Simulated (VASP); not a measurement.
Method: r2SCAN meta-GGA, VASP's PBE PAW potentials (set 64) (plane waves; VASP 6.6.1).

VASP input:

KPOINTS:
```
Automatic mesh
0
Gamma
9 9 2
0 0 0
```

KPOINTS_OPT:
```
k-points along high-symmetry lines
6
Line-mode
Reciprocal
  0.000000   0.000000   0.000000 ! GAMMA
  0.000000   0.500000   0.000000 ! M

  0.000000   0.500000   0.000000 ! M
 -0.333333   0.666667   0.000000 ! K

 -0.333333   0.666667   0.000000 ! K
  0.000000   0.000000   0.000000 ! GAMMA

  0.000000   0.000000   0.000000 ! GAMMA
  0.000000   0.000000   0.500000 ! A

  0.000000   0.000000   0.500000 ! A
  0.000000   0.500000   0.500000 ! L

  0.000000   0.500000   0.500000 ! L
 -0.333333   0.666667   0.500000 ! H

 -0.333333   0.666667   0.500000 ! H
  0.000000   0.000000   0.500000 ! A

  0.000000   0.500000   0.500000 ! L
  0.000000   0.500000   0.000000 ! M

 -0.333333   0.666667   0.500000 ! H
 -0.333333   0.666667   0.000000 ! K
```

### INCAR
```
ALGO=Normal
EDIFF=1E-7
ENCUT=520
ISIF=2
ISMEAR=-5
LASPH=.TRUE.
LCHARG=.FALSE.
LEFG=.TRUE.
LMAXMIX=4
LMIXTAU=.TRUE.
LORBIT=11
LREAL=.FALSE.
LWAVE=.FALSE.
METAGGA=R2SCAN
NEDOS=601
NELM=100
PREC=Accurate
SYSTEM=MoS2
```

POSCAR:
```
MoS2
1
    1.5923070174    -2.7579563733     0.0000000000
    1.5923070174     2.7579563733     0.0000000000
    0.0000000000     0.0000000000    13.0006386949
Mo S
2 4
Direct
  0.3333330000   0.6666670000   0.2500000000
  0.6666670000   0.3333330000   0.7500000000
  0.3333330000   0.6666670000   0.8693928212
  0.6666670000   0.3333330000   0.3693928212
  0.6666670000   0.3333330000   0.1306071788
  0.3333330000   0.6666670000   0.6306071788
```

POTCAR, in this order: Mo_sv S (PBE.64 set). Program: vasp_std.

Task: What does the run give for the energy per atom (σ→0), band gap (over mesh and band path)?

Result: 
The energy per atom (σ→0) comes out as -15.014 eV/atom and the band gap (over mesh and band path) is 1.18 eV.

**OSZICAR**
```
...
DAV:  33    -0.900849142112E+02    0.41026E-06   -0.70794E-07  1401   0.647E-03    0.295E-03
DAV:  34    -0.900849140360E+02    0.17518E-06   -0.12481E-07  1021   0.291E-03    0.316E-03
DAV:  35    -0.900849136137E+02    0.42239E-06   -0.13275E-07  1075   0.189E-03    0.383E-03
DAV:  36    -0.900849136065E+02    0.72041E-08   -0.44438E-08   891   0.122E-03
   1 F= -.90084914E+02 E0= -.90084914E+02  d E =0.000000E+00
       N       E                     dE             ncg
       N       E                     dE             ncg
       N       E                     dE             ncg
```

The compound is MoS2 in the 2H layered structure. It was relaxed first, which changed the volume by +7 %.
